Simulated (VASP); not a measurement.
# Na11Au4O12 (a cell with a defect) in VASP: notebook

Runs on Na11Au4O12 (a cell with a defect). Level: PBEsol. Tasks: single point.

All numbers are computed with VASP 6.6.1; they aren't measurements. Logs are shortened: lines on timing, memory, paths and dates and some standing lists are left out, and cuts for length are marked.

### 1 Starting point

The cell holds a defect, 27 atoms: a = 9.431 Å, b = 9.431 Å, c = 4.554 Å, α = 90.00°, β = 90.00°, γ = 90.00°.

### 2 Single point, PBEsol

File INCAR:

```
PREC = Accurate ; ENCUT = 520
EDIFF = 1E-6 ; ISMEAR = -1
SIGMA = 0.05 ; LREAL = Auto
LASPH = True ; NELM = 80
ALGO = Fast ; ISIF = 2
LWAVE = False ; LCHARG = True
GGA = PS ; LELF = True
LVHAR = True ; NBANDS = 116
```

File KPOINTS:

```
regular mesh
0
Gamma
  1 1 2
```

File POSCAR:

```
Na11Au4O12
1.0
    9.4310460000      0.0000000000      0.0000000000
    0.0000000000      9.4310460000      0.0000000000
    0.0000000000      0.0000000000      4.5537920000
Na Au O
11 4 12
Direct
    0.1482338226      0.6185316030     -0.0315780782
    0.8360260357      0.6865622329      0.4654801976
    0.3847399323      0.6586756124      0.4506793459
    0.8569463027      0.8541788472      0.0063902787
    0.4016415570      0.8966661810     -0.0124950810
    0.6447323022      0.8447843431      0.5891134246
    0.4170693261      0.1488170029      0.5570302728
    0.1412462626      0.1672348963     -0.1049235450
    0.6336412737      0.3154157026      0.4853317850
    0.1295190374      0.3822905752      0.4240861243
    0.8950862927      0.3665553110      0.0703369851
    0.6198782192      0.6242361664      0.0084105730
    0.1114298456      0.8846738739      0.4983099799
    0.8835181167      0.0995541746      0.4938960761
    0.3752181889      0.3845278668      0.0002415569
    0.4022247373      0.6116076626     -0.0202688221
    0.8261649874      0.6006014603     -0.0294040659
    0.1400056791      0.6753333618      0.4844314365
    0.6248087434      0.8310212886      0.1137293930
    0.3253403705      0.9138646975      0.5516501412
    0.8937926928      0.8841119002      0.4380305468
    0.0935739259      0.0992784894      0.4458482074
    0.6691198410      0.0829812515      0.5197426672
    0.3595995609      0.1804253738      0.0855770312
    0.8908979980      0.3099232047      0.5524626509
    0.1485519210      0.3927666136     -0.0725988363
    0.5922036644      0.4094031563      0.0647372563
```

Potentials or basis: VASP PAW PBE potentials, release 64 (Na_pv, Au, O).

On the command line:

```bash
> cat potpaw_PBE.64/Na_pv/POTCAR potpaw_PBE.64/Au/POTCAR potpaw_PBE.64/O/POTCAR > POTCAR
> mpirun -np 1 vasp_std > vasp.out
```

OUTCAR:

```text
PREC = Accurate
   ENCUT = 520
   EDIFF = 1E-6
   ISMEAR = -1
   LREAL = Auto
   LASPH = True
   NELM = 80
   ISIF = 2
   GGA = PS

 ion  position               nearest neighbor table
   1  0.148  0.619  0.968-  26 2.14  18 2.27  15 3.08
   2  0.836  0.687  0.465-  21 1.95   6 2.41   4 2.63  12 2.97
   3  0.385  0.659  0.451-  16 2.20  18 2.32  12 3.01
   4  0.857  0.854  0.006-  21 2.02  19 2.25   2 2.63   6 2.76  12 3.11
   5  0.402  0.897  0.988-  20 2.12  19 2.27
   6  0.645  0.845  0.589-  19 2.18  23 2.28   2 2.41   4 2.76  12 2.83
   7  0.417  0.149  0.557-  24 2.23  20 2.38   9 2.60  15 3.03
   8  0.141  0.167  0.895-  26 2.13  22 2.19  24 2.24  15 3.05  14 3.11
   9  0.634  0.315  0.485-  27 2.15  23 2.22   7 2.60  14 3.11
  10  0.130  0.382  0.424-  26 2.27  26 2.30  11 2.74  15 3.02
  11  0.895  0.367  0.070-  25 2.26  17 2.35  10 2.74  14 3.17
  12  0.620  0.624  0.008-  17 1.97  19 2.01  27 2.06  16 2.06   6 2.83   2 2.97   3 3.01   4 3.11
                            15 3.23
  13  0.111  0.885  0.498-  18 1.99  22 2.04  20 2.05  21 2.07  14 2.95
  14  0.884  0.100  0.494-  22 1.99  25 2.00  23 2.03  21 2.05  13 2.95   8 3.11   9 3.11  11 3.17

  15  0.375  0.385  0.000-  24 1.97  27 2.08  16 2.16  26 2.16  10 3.02   7 3.03   8 3.05   1 3.08
                            12 3.23
  16  0.402  0.612  0.980-  12 2.06  15 2.16   3 2.20
  17  0.826  0.601  0.971-  12 1.97  11 2.35
  18  0.140  0.675  0.484-  13 1.99   1 2.27   3 2.32
  19  0.625  0.831  0.114-  12 2.01   6 2.18   4 2.25   5 2.27
  20  0.325  0.914  0.552-  13 2.05   5 2.12   7 2.38
  21  0.894  0.884  0.438-   2 1.95   4 2.02  14 2.05  13 2.07
  22  0.094  0.099  0.446-  14 1.99  13 2.04   8 2.19
  23  0.669  0.083  0.520-  14 2.03   9 2.22   6 2.28
  24  0.360  0.180  0.086-  15 1.97   7 2.23   8 2.24
  25  0.891  0.310  0.552-  14 2.00  11 2.26
  26  0.149  0.393  0.927-   8 2.13   1 2.14  15 2.16  10 2.27  10 2.30
  27  0.592  0.409  0.065-  12 2.06  15 2.08   9 2.15

  LATTYP: Found a simple tetragonal cell.
 ALAT       =     9.4310460000
 C/A-ratio  =     0.4828512129

  Lattice vectors:

 A1 = (   9.4310460000,   0.0000000000,   0.0000000000)
 A2 = (   0.0000000000,   9.4310460000,   0.0000000000)
 A3 = (   0.0000000000,   0.0000000000,   4.5537920000)

Analysis of symmetry for initial positions (statically):
=====================================================================
 Subroutine PRICEL returns:
 Original cell was already a primitive cell.

 Routine SETGRP: Setting up the symmetry group for a
 simple tetragonal supercell.

 Subroutine GETGRP returns: Found  1 space group operations
 (whereof  1 operations were pure point group operations)
 out of a pool of 16 trial point group operations.

The static configuration has the point symmetry C_1 .

Analysis of symmetry for dynamics (positions and initial velocities):
=====================================================================
 Subroutine PRICEL returns:
 Original cell was already a primitive cell.

 Routine SETGRP: Setting up the symmetry group for a
 simple tetragonal supercell.

 Subroutine GETGRP returns: Found  1 space group operations
 (whereof  1 operations were pure point group operations)
 out of a pool of 16 trial point group operations.

The dynamic configuration has the point symmetry C_1 .

 Subroutine INISYM returns: Found  1 space group operations
 (whereof  1 operations are pure point group operations),
 and found     1 'primitive' translations

----------------------------------------------------------------------------------------

                                     Primitive cell

  volume of cell :     405.0353

  direct lattice vectors                    reciprocal lattice vectors
     9.431046000  0.000000000  0.000000000     0.106032777  0.000000000  0.000000000
     0.000000000  9.431046000  0.000000000     0.000000000  0.106032777  0.000000000
     0.000000000  0.000000000  4.553792000     0.000000000  0.000000000  0.219597206

  length of vectors
[... 48 lines left out ...]
   IMIX   =      4    mixing-type and parameters
     AMIX     =   0.40;   BMIX     =  1.00
     AMIX_MAG =   1.60;   BMIX_MAG =  1.00
  volume/ion in A,a.u.               =      15.00       101.23
  Fermi-wavevector in a.u.,A,eV,Ry     =   1.278683  2.416361 22.245944  1.635031
  Thomas-Fermi vector in A             =   2.411212
   LORBIT       =      0    0 simple, 1 ext, 2 COOP (PROOUT), +10 PAW based schemes
   GGA     = PS    functional components
   LHFCALC =     F    Hartree Fock is set to
   AEXX    =    0.0000 exact exchange contribution
   IVDW    =     0    specifies the selected vdW correction
   LEPSILON=     F    determine dielectric tensor
   LRPA    =     F    only Hartree local field effects (RPA)
 non-spin polarized calculation
 RMM-DIIS sequential band-by-band and
  energy-cutoff  :      520.00
  volume of cell :      405.04
 maximum number of plane-waves:     10941
 NGX is ok and might be reduce to    70
   NGX = 35   NGY = 35   NGZ = 17

 number of electron     193.0000021 magnetization

 Free energy of the ion-electron system (eV)
  ---------------------------------------------------
  ext. energy  EPLUGINS =         0.00000000
  ---------------------------------------------------
  free energy    TOTEN  =      -117.07011852 eV

  energy without entropy =     -116.94935500  energy(sigma->0) =     -117.00973676

 E-fermi :   1.5148     XC(G=0):  -9.3295

 val. band max:        1.4804420017   @ k =   0.0000   0.0000   0.0000
 cond. band min:       2.8726783926   @ k =   0.0000   0.0000   0.0000
 fundamental gap:      1.3922363909
 Fermi energy:         1.5148213817

 k-point     1 :       0.0000    0.0000    0.0000
  band No.  band energies     occupation
      1     -21.2142      2.00000
      2     -21.0761      2.00000
      3     -20.9515      2.00000
      4     -20.8582      2.00000
      5     -20.7907      2.00000
      6     -20.7475      2.00000
[... 100 lines left out ...]
    107       7.0608      0.00000
    108       7.2802      0.00000

 k-point     2 :       0.0000    0.0000    0.5000
  band No.  band energies     occupation
      1     -21.2464      2.00000
      2     -21.0998      2.00000
      3     -20.9580      2.00000
      4     -20.8666      2.00000
      5     -20.8189      2.00000
      6     -20.7631      2.00000
[... 100 lines left out ...]
    107       6.5995      0.00000
    108       7.4738      0.00000
 [bands above 108 left out]

------------------------ aborting loop because EDIFF is reached ----------------------------------------

  FORCE on cell =-STRESS in cart. coord.  units (eV):
  Direction    XX          YY          ZZ          XY          YZ          ZX
  --------------------------------------------------------------------------------------
  -------------------------------------------------------------------------------------
  Total       -7.2799001      2.5030042      3.5323485     -1.1306947     -0.5437579      1.1222349
  in kB      -28.7967240      9.9010041     13.9727283     -4.4726305     -2.1509148      4.4391665
  external PRESSURE =      -1.6409972 kB  Pullay stress =       0.0000000 kB

 VOLUME and BASIS-vectors are now :
 -----------------------------------------------------------------------------
  energy-cutoff  :      520.00
  volume of cell :      405.04
      direct lattice vectors                 reciprocal lattice vectors
     9.431046000  0.000000000  0.000000000     0.106032777  0.000000000  0.000000000
     0.000000000  9.431046000  0.000000000     0.000000000  0.106032777  0.000000000
     0.000000000  0.000000000  4.553792000     0.000000000  0.000000000  0.219597206

 POSITION                                       TOTAL-FORCE (eV/Angst)
 -----------------------------------------------------------------------------------
      1.39800      5.83340      4.40999        -0.187282      0.652663     -0.000454
      7.88460      6.47500      2.11970         0.605331     -3.071571      0.163046
      3.62850      6.21200      2.05230        -0.535096      0.348897      0.725399
      8.08190      8.05580      0.02910         0.003865      0.267886     -1.406201
      3.78790      8.45650      4.49689        -0.089405      0.362366      1.129112
      6.08050      7.96720      2.68270        -0.644467      1.453243     -0.014882
[... 19 lines left out ...]
      1.40100      3.70420      4.22319         1.932693     -0.202206      0.419860
      5.58510      3.86110      0.29480        -0.545821     -0.127907     -1.172227
 -----------------------------------------------------------------------------------
    total drift:                                0.015785     -0.012291     -0.010621

  FREE ENERGIE OF THE ION-ELECTRON SYSTEM (eV)
  ---------------------------------------------------
  free  energy   TOTEN  =      -117.0701185249 eV

  energy  without entropy=     -116.9493549973  energy(sigma->0) =     -117.00973676
```

It took 2.9 min on 1 thread of Intel Xeon 6975P-C (Granite Rapids), shared host; peak memory 0.44 GiB.

What came out:

```
Free energy            : -117.0701 eV
Pressure               : -0.2 GPa
Largest force          : 3.135 eV/Å
Band gap on the k mesh : none (metal or under the smearing width)
```

Forces on the atoms (eV/Å):
```
Na  -0.187  0.653  0.000
Na   0.605 -3.072  0.163
Na  -0.535  0.349  0.725
Na   0.004  0.268 -1.406
Na  -0.089  0.362  1.129
Na  -0.644  1.453 -0.015
Na  -0.135 -1.014 -0.022
Na  -0.051 -0.724  0.680
Na   0.842  0.190  0.658
Na  -0.246  0.065  0.642
Na  -0.436  0.316 -0.892
Au  -0.809 -1.407  0.618
Au   2.729 -0.171 -0.473
Au  -2.227  1.108  0.053
Au  -0.693  1.451  0.198
O    0.018 -0.570 -0.387
O    0.123  0.886  0.245
O   -0.720  0.388 -0.137
O    0.029 -0.910 -1.172
O   -1.241 -0.520 -0.819
O    1.038  1.806  1.635
O   -0.269 -0.426 -0.115
O    1.281  0.241  0.251
O    0.415  0.540 -0.639
O   -0.188 -0.931 -0.170
O    1.933 -0.202  0.420
O   -0.546 -0.128 -1.172
```

Caveat: the k mesh is coarse (spacing up to 0.69 Å⁻¹), so the values aren't converged; the PAW data sets were made with another functional, which shifts forces and pressure a little; an odd number of electrons without spin polarisation forces a metal; a magnetic or distorted state may lie lower. The run has no spin-orbit coupling, so splittings on Au are missing.

### 3 Single point, PBEsol

File INCAR:

```
  ALGO = Normal
  EDIFF = 1E-7
  ENCUT = 520
  GGA = PS
  ISIF = 2
  ISMEAR = -1
  LASPH = True
  LCHARG = False
  LREAL = Auto
  LWAVE = False
  NBANDS = 116
  NELM = 80
  PREC = Accurate
  SIGMA = 0.05
```

File KPOINTS:

```
k-points
0
Gamma
  1 1 2
```

File POSCAR:

```
Na11Au4O12
1.0
    9.4310460000      0.0000000000      0.0000000000
    0.0000000000      9.4310460000      0.0000000000
    0.0000000000      0.0000000000      4.5537920000
Na Au O
11 4 12
Direct
    0.1628027262      0.6398441912     -0.0688437241
    0.8407338910      0.6342562638      0.4447063019
    0.3856836241      0.6852368231      0.4676542099
    0.9074603178      0.8566600142     -0.0640345453
    0.3981000623      0.9209582903      0.0789012761
    0.6416467484      0.8590457517      0.6603068388
    0.4143230772      0.1286495687      0.6101947564
    0.1235812019      0.1495698356     -0.1525102596
    0.6633410546      0.3181301417      0.5299539373
    0.1221285529      0.3970609411      0.4158951485
    0.9203751100      0.3870196371      0.0411964358
    0.6181604882      0.6220943043      0.0240239343
    0.1206971104      0.8847905100      0.4897676486
    0.8724588980      0.0888766739      0.4877034349
    0.3677216716      0.3958945805      0.0013175832
    0.4032744618      0.6010786078     -0.0873118491
    0.8424516220      0.6440961056     -0.0290527104
    0.1182159434      0.6568412454      0.4462654421
    0.6083736629      0.8269814398      0.1194828398
    0.3242800427      0.9046292426      0.5278677638
    0.9036855509      0.8751839404      0.4965532023
    0.0765132521      0.0927044572      0.3601394179
    0.6564595274      0.0829070286      0.6042217124
    0.3878360894      0.1832352424      0.1115334209
    0.8888197555      0.2925762423      0.5760254311
    0.1759295841      0.3882602206     -0.0901885725
    0.5847389568      0.4065402714     -0.0176556154
```

Potentials or basis: VASP PAW PBE potentials, release 64 (Na_pv, Au, O).

On the command line:

```bash
> cat potpaw_PBE.64/Na_pv/POTCAR potpaw_PBE.64/Au/POTCAR potpaw_PBE.64/O/POTCAR > POTCAR
> mpirun -np 1 vasp_std > vasp.out
```

Wall time 3.4 min (1 thread of Intel Xeon 6975P-C (Granite Rapids), shared host); peak memory 0.43 GiB.

It converged, with:

```yaml
Free_energy: -116.3453 eV
Pressure: 0.0 GPa
Largest_force: 5.467 eV/Å
Band_gap_on_the_k_mesh: none (metal or under the smearing width)
```

Forces on the atoms (eV/Å):
```
Na  -0.333 -0.186  0.244
Na   0.818  0.294  0.803
Na  -0.217 -0.554 -0.452
Na  -0.334  0.310  2.311
Na   0.029  0.641 -0.492
Na   0.122  0.373 -1.125
Na   0.407  0.021 -0.411
Na   0.286  0.296  0.630
Na  -0.728  0.106 -0.104
Na   0.244 -0.005  0.648
Na  -0.636  0.020 -0.609
Au   0.143 -0.559 -0.909
Au  -1.168 -1.807 -1.242
Au  -1.982  0.433  1.002
Au   4.843 -2.498  0.439
O   -0.028  0.882  0.922
O   -1.855 -1.708  0.035
O    0.469  1.530  0.268
O    0.216 -0.934  0.488
O    0.386  0.304  0.734
O   -0.075  0.273 -2.080
O    0.477 -0.323  0.433
O    2.099  0.344 -0.538
O   -0.970  1.544 -0.721
O    0.574  0.682 -0.802
O   -3.253  0.116  0.004
O    0.466  0.402  0.526
```

Stress tensor (GPa, compression positive):
```
-0.05 -1.18  0.57
-1.18 -0.37 -0.47
 0.57 -0.47  0.42
```

Levels at points of the mesh, in eV from the Fermi level:
```csv
k point,band 94,band 95,band 96,band 97,band 98,band 99
"(0.00, 0.00, 0.00)",-0.28,-0.21,-0.09,0.01,1.19,1.38
"(0.00, 0.00, 0.50)",-0.32,-0.18,-0.12,-0.08,1.35,1.45
```

Caveat: the k mesh is coarse (spacing up to 0.69 Å⁻¹), so the values aren't converged; the PAW data sets were made with another functional, which shifts forces and pressure a little; an odd number of electrons without spin polarisation forces a metal; a magnetic or distorted state may lie lower. The run has no spin-orbit coupling, so splittings on Au are missing.

### 4 Single point, PBEsol

File INCAR:

```
ALGO     = Normal         # electronic algorithm
EDIFF    = 1E-6           # SCF threshold, eV
ENCUT    = 520            # plane-wave cutoff, eV
GGA      = PS             # functional
ISIF     = 2              # what is computed and relaxed
ISMEAR   = -1             # smearing method
LASPH    = T              # aspherical terms in the spheres
LCHARG   = T              # write CHGCAR
LELF     = T              # ELF
LREAL    = Auto         
LVHAR    = T            
LWAVE    = F              # write WAVECAR
NBANDS   = 116            # bands
NELM     = 80             # most SCF steps
PREC     = Accurate       # precision mode
SIGMA    = 0.05           # smearing width, eV
```

KPOINTS is that of step 3.

File POSCAR:

```
Na11Au4O12
1.0
    9.4310460000      0.0000000000      0.0000000000
    0.0000000000      9.4310460000      0.0000000000
    0.0000000000      0.0000000000      4.5537920000
Na Au O
11 4 12
Direct
    0.1655913883      0.6529286359     -0.0810752885
    0.8895301751      0.5712515876      0.4850023892
    0.3734580448      0.6847384691      0.4513820570
    0.9392913575      0.8664998559     -0.0011638652
    0.3929574726      0.9785234851      0.1306164181
    0.6355816735      0.8768274484      0.6261375135
    0.4301219610      0.1104437408      0.6229094346
    0.1205380612      0.1421263347     -0.1345911276
    0.6724068571      0.3335579108      0.5619492502
    0.1269530442      0.4082049860      0.4697623431
    0.9124862714      0.4069325926     -0.0550749793
    0.6113743905      0.6134420297      0.0326321448
    0.1273029524      0.8785663860      0.4650849226
    0.8591305779      0.0845717432      0.4875497168
    0.3757377496      0.4040697076     -0.0005270333
    0.3979622197      0.6224017993     -0.0173262196
    0.8055946286      0.6021813487     -0.0141640198
    0.1258821132      0.6758847322      0.4407535522
    0.6097520890      0.7984798293      0.1738770677
    0.3240573739      0.9075239374      0.6078011468
    0.9094961471      0.8724588980      0.4189475496
    0.0698543937      0.0805106878      0.3561647084
    0.6880148819      0.1194671302      0.6600872416
    0.3583165642      0.2109097973      0.0613334996
    0.9030281477      0.3048442347      0.4773384467
    0.1467811736      0.4039530716     -0.0261101078
    0.5863294485      0.4119055299     -0.0598621984
```

On the command line:

```bash
> cat potpaw_PBE.64/Na_pv/POTCAR potpaw_PBE.64/Au/POTCAR potpaw_PBE.64/O/POTCAR > POTCAR
> mpirun -np 1 vasp_std > vasp.out
```

It took 2.8 min on 1 thread of Intel Xeon 6975P-C (Granite Rapids), shared host; peak memory 0.44 GiB.

It converged, with:

| Property | Result |
| --- | --- |
| Free energy | -115.3130 eV |
| Pressure | 3.8 GPa |
| Largest force | 6.450 eV/Å |
| Band gap on the k mesh | none (metal or under the smearing width) |

Forces in eV/Å, atoms in the order of the input:
```
Na   0.167 -0.436  0.655
Na  -0.346  0.997 -0.406
Na   0.290 -0.180  0.423
Na  -0.834 -0.396 -2.348
Na   0.095 -0.665 -0.323
Na   0.294 -0.224  0.326
Na   0.386  1.291 -0.121
Na   0.271  0.790  0.385
Na  -0.136  0.299 -1.280
Na   0.477 -0.474 -0.308
Na   0.090 -1.462  0.737
Au  -2.272 -0.104 -0.447
Au  -1.931  1.987  0.045
Au   5.905  1.829 -1.841
Au  -2.259  2.221 -0.587
O    0.074 -0.898 -0.204
O    3.031  0.150 -0.111
O    0.287 -1.889  0.192
O   -0.357  2.341  0.157
O    0.288  0.080 -0.239
O   -0.849 -0.409  2.589
O    0.383 -0.028  0.390
O   -3.768 -1.225  1.239
O    0.159 -3.112  0.213
O   -0.749 -0.338  0.235
O    1.681  0.360 -0.148
O   -0.379 -0.506  0.776
```

Stress tensor (GPa, compression positive):
```
 3.36 -1.08 -1.85
-1.08  5.96  0.84
-1.85  0.84  1.94
```

Levels at points of the mesh, in eV from the Fermi level:
| k point | band 93 | band 94 | band 95 | band 96 | band 97 | band 98 | band 99 | band 100 | band 101 | band 102 |
| --- | --- | --- | --- | --- | --- | --- | --- | --- | --- | --- |
| (0.00, 0.00, 0.00) | -0.38 | -0.23 | -0.16 | -0.13 | -0.01 | 1.13 | 1.65 | 2.11 | 2.16 | 2.80 |
| (0.00, 0.00, 0.50) | -0.42 | -0.26 | -0.14 | -0.10 | -0.06 | 1.23 | 1.90 | 2.09 | 2.73 | 2.96 |

Caveat: the k mesh is coarse (spacing up to 0.69 Å⁻¹), so the values aren't converged; the PAW data sets were made with another functional, which shifts forces and pressure a little; an odd number of electrons without spin polarisation forces a metal; a magnetic or distorted state may lie lower. Spin-orbit coupling is left out, which matters for the levels of Au.
